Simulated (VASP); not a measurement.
Output of a VASP run:

File OSZICAR:
```
       N       E                     dE             d eps       ncg     rms          rms(c)
DAV:   1     0.328553445277E+03    0.32855E+03   -0.19915E+04   520   0.157E+03
DAV:   2    -0.675496455624E+02   -0.39610E+03   -0.38818E+03   674   0.356E+02
DAV:   3    -0.116057731392E+03   -0.48508E+02   -0.48311E+02   608   0.133E+02
DAV:   4    -0.117940240949E+03   -0.18825E+01   -0.18775E+01   742   0.338E+01
DAV:   5    -0.117989589340E+03   -0.49348E-01   -0.49324E-01   678   0.436E+00    0.550E+00
DAV:   6    -0.110677487263E+03    0.73121E+01   -0.37656E+00   662   0.302E+01    0.483E+00
DAV:   7    -0.105394373104E+03    0.52831E+01   -0.16300E+00   544   0.873E+00    0.182E+00
DAV:   8    -0.106537716170E+03   -0.11433E+01   -0.10283E+00   652   0.652E+00    0.136E+00
DAV:   9    -0.106336876260E+03    0.20084E+00   -0.48319E-01   528   0.628E+00    0.115E+00
DAV:  10    -0.106684968524E+03   -0.34809E+00   -0.31561E-01   536   0.542E+00    0.503E-01
DAV:  11    -0.106698155498E+03   -0.13187E-01   -0.76582E-02   732   0.216E+00    0.405E-01
DAV:  12    -0.106686829281E+03    0.11326E-01   -0.47721E-03   660   0.716E-01    0.304E-01
DAV:  13    -0.106702697245E+03   -0.15868E-01   -0.33695E-02   540   0.222E+00    0.259E-01
DAV:  14    -0.106697828265E+03    0.48690E-02   -0.14454E-02   524   0.134E+00    0.144E-01
DAV:  15    -0.106698400888E+03   -0.57262E-03   -0.11442E-03   676   0.363E-01    0.627E-02
DAV:  16    -0.106701351066E+03   -0.29502E-02   -0.83909E-04   570   0.306E-01    0.303E-02
DAV:  17    -0.106701367477E+03   -0.16411E-04   -0.30699E-04   568   0.157E-01    0.226E-02
DAV:  18    -0.106701817262E+03   -0.44979E-03   -0.15799E-04   534   0.146E-01    0.890E-03
DAV:  19    -0.106701813245E+03    0.40172E-05   -0.98249E-06   688   0.302E-02    0.998E-03
DAV:  20    -0.106701893667E+03   -0.80422E-04   -0.29106E-05   548   0.556E-02    0.290E-03
DAV:  21    -0.106701898576E+03   -0.49087E-05   -0.23430E-06   644   0.156E-02    0.266E-03
DAV:  22    -0.106701898787E+03   -0.21162E-06   -0.52776E-07   594   0.746E-03    0.974E-04
DAV:  23    -0.106701899231E+03   -0.44391E-06   -0.16434E-07   452   0.394E-03    0.338E-04
DAV:  24    -0.106701899312E+03   -0.80518E-07   -0.92083E-08   390   0.308E-03
   1 F= -.10670190E+03 E0= -.10670190E+03  d E =0.000000E+00
       N       E                     dE             ncg
       N       E                     dE             ncg
       N       E                     dE             ncg
       N       E                     dE             ncg
       N       E                     dE             ncg
       N       E                     dE             ncg
```

OUTCAR:
```
------------------------ aborting loop because EDIFF is reached ----------------------------------------
  FORCE on cell =-STRESS in cart. coord.  units (eV):
  Direction    XX          YY          ZZ          XY          YZ          ZX
  --------------------------------------------------------------------------------------
  Total       -0.0678519     -0.0678519     -0.0678519     -0.0000000     -0.0000000     -0.0000000
  in kB       -0.6089967     -0.6089967     -0.6089967     -0.0000000     -0.0000000     -0.0000000
  external PRESSURE =      -0.6089967 kB  Pullay stress =       0.0000000 kB
  volume of cell :      178.51
      direct lattice vectors                 reciprocal lattice vectors
     5.630571943  0.000000000  0.000000000     0.177601851  0.000000000  0.000000000
     0.000000000  5.630571943  0.000000000     0.000000000  0.177601851  0.000000000
     0.000000000  0.000000000  5.630571943     0.000000000  0.000000000  0.177601851
 POSITION                                       TOTAL-FORCE (eV/Angst)
 -----------------------------------------------------------------------------------
      0.00000      0.00000      0.00000         0.000000      0.000000      0.000000
      2.81529      2.81529      2.81529         0.000000      0.000000      0.000000
      2.81529      0.00000      2.81529         0.000000      0.000000      0.000000
      0.00000      2.81529      2.81529         0.000000      0.000000      0.000000
      2.81529      2.81529      0.00000         0.000000      0.000000      0.000000
 -----------------------------------------------------------------------------------
    total drift:                                0.000000     -0.000000     -0.000000
  FREE ENERGIE OF THE ION-ELECTRON SYSTEM (eV)
  ---------------------------------------------------
  free  energy   TOTEN  =      -106.7018993117 eV

  energy  without entropy=     -106.7018993117  energy(sigma->0) =     -106.70189931

 total charge

# of ion       s       p       d       tot
------------------------------------------
    1        1.843   4.713   0.010   6.566
    2        1.517   0.413   9.854  11.784
    3        1.606   3.553   0.000   5.160
    4        1.606   3.553   0.000   5.160
    5        1.606   3.553   0.000   5.160
--------------------------------------------------
tot          8.179  15.786   9.864  33.829

 Electric field gradients after diagonalization (V/A^2)
 (convention: |V_zz| > |V_xx| > |V_yy|)
----------------------------------------------------------------------
 ion       V_xx      V_yy      V_zz     asymmetry (V_yy - V_xx)/ V_zz
----------------------------------------------------------------------
   1      -0.000    -0.000     0.000       0.021
   2      -0.000    -0.000    -0.000      -0.473
   3     -37.871   -37.871    75.743       0.000
   4     -37.871   -37.871    75.743       0.000
   5     -37.871   -37.871    75.743       0.000
```
(Selected blocks of OUTCAR.)

### POSCAR
```
CsPbCl3
1
    5.6305719427     0.0000000000    -0.0000000000
    0.0000000000     5.6305719427     0.0000000000
    0.0000000000     0.0000000000     5.6305719427
Cs Pb Cl
1 1 3
Direct
  0.0000000000   0.0000000000   0.0000000000
  0.5000000000   0.5000000000   0.5000000000
  0.5000000000   0.0000000000   0.5000000000
  0.0000000000   0.5000000000   0.5000000000
  0.5000000000   0.5000000000   0.0000000000
```

Question: Write an INCAR and KPOINTS that could have produced this output.

Answer: One answer among several that fit: the input of the run itself, r2SCAN+rVV10, plane waves, VASP's PBE PAW potentials (set 64).

### INCAR
```
ALGO  =  Normal
BPARAM  =  11.95
CPARAM  =  0.0093
EDIFF  =  1E-7
ENCUT  =  520
ISIF  =  2
ISMEAR  =  -5
LASPH  =  .True.
LCHARG  =  .False.
LEFG  =  .True.
LMAXMIX  =  4
LMIXTAU  =  .True.
LORBIT  =  11
LREAL  =  .False.
LUSE_VDW  =  .True.
LWAVE  =  .False.
METAGGA  =  R2SCAN
NEDOS  =  601
NELM  =  100
PREC  =  Accurate
SYSTEM  =  CsPbCl3
```

### KPOINTS
```
Automatic
0
G
  5 5 5
0 0 0
```

### KPOINTS_OPT
```
k-points along high-symmetry lines
10
Line-mode
Reciprocal
  0.000000   0.000000   0.000000 ! GAMMA
  0.000000   0.500000   0.000000 ! X

  0.000000   0.500000   0.000000 ! X
  0.500000   0.500000   0.000000 ! M

  0.500000   0.500000   0.000000 ! M
  0.000000   0.000000   0.000000 ! GAMMA

  0.000000   0.000000   0.000000 ! GAMMA
  0.500000   0.500000   0.500000 ! R

  0.500000   0.500000   0.500000 ! R
  0.000000   0.500000   0.000000 ! X

  0.500000   0.500000   0.500000 ! R
  0.500000   0.500000   0.000000 ! M
```

POTCAR, in this order: Cs_sv Pb_d Cl (PBE.64 set). Program: vasp_std.

The compound is CsPbCl3 in the cubic perovskite structure, the ideal cubic form; the compound distorts at low or room temperature. It was relaxed first.
